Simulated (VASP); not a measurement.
Write the native input for VASP 6.6.1 that does the following.

* Task: single point
* Functional: PBEsol
* Potentials or basis: VASP PAW PBE potentials, release 64 (Al, C, H)
* Cutoff: 520 eV
* k mesh: 3 × 3 × 1
* Occupations: gaussian, width 0.1 eV
* Spin: no spin polarisation
* Dipole correction: no
* Further INCAR settings: LREAL = Auto; ALGO = Normal; EDIFF = 1e-06; NBANDS = 34

The structure of Al12H2C lies in POSCAR:

```
Al12H2C
1.0
    5.7275650000      0.0000000000      0.0000000000
    2.8637820000      4.9602170000      0.0000000000
    0.0000000000      0.0000000000     15.6765370000
Al C H
12 1 2
Direct
    0.1666667000      0.1666667000      0.0637896000
    0.6666667000      0.1666667000      0.0637896000
    0.1666667000      0.6666667000      0.0637896000
    0.6666667000      0.6666667000      0.0637896000
   -0.1730878165      0.3359690074      0.2121132620
    0.3265011544      0.3370050667      0.2088251010
   -0.1730548089      0.8379348167      0.2121875169
    0.3268179090      0.8367916611      0.2112444291
   -0.0036985042      0.0023217410      0.3528181280
    0.4920350828      0.0019894526      0.3589354391
    0.0441511721      0.4781182445      0.3644324516
    0.4928681168      0.5062677383      0.3587663834
    0.7087635065      0.6475880996      0.4358408442
    0.6977882386      0.8047187504      0.4802484243
    0.6915242918      0.5054394435      0.4804499113
```

The cell was built by a generator and needn't be a form met in nature.

The input as run:

INCAR

```
PREC = Accurate
ENCUT = 520
EDIFF = 1E-6
ISMEAR = 0
SIGMA = 0.1
LREAL = Auto
LASPH = True
NELM = 100
ALGO = Normal
ISIF = 2
LWAVE = False
LCHARG = False
GGA = PS
NBANDS = 34
```

KPOINTS

```
Automatic mesh
0
Gamma
  3 3 1
```

Potentials or basis: VASP PAW PBE potentials, release 64 (Al, C, H).

Run with:

```sh
$ cat potpaw_PBE.64/Al/POTCAR potpaw_PBE.64/C/POTCAR potpaw_PBE.64/H/POTCAR > POTCAR
$ mpirun -np 1 vasp_std > vasp.out
```

It gave:

| Item | Value |
| --- | --- |
| Largest force | 0.131 eV/Å |
| Band gap on the k mesh | none (metal or under the smearing width) |

Caveat: the k mesh is coarse (spacing up to 0.42 Å⁻¹), so the values aren't converged; the PAW data sets were made with another functional, which shifts forces and pressure a little.

It took 2.1 min on 1 thread of Intel(R) Xeon(R) Platinum 8488C (Sapphire Rapids), with other jobs on the host, peak memory 0.56 GiB.
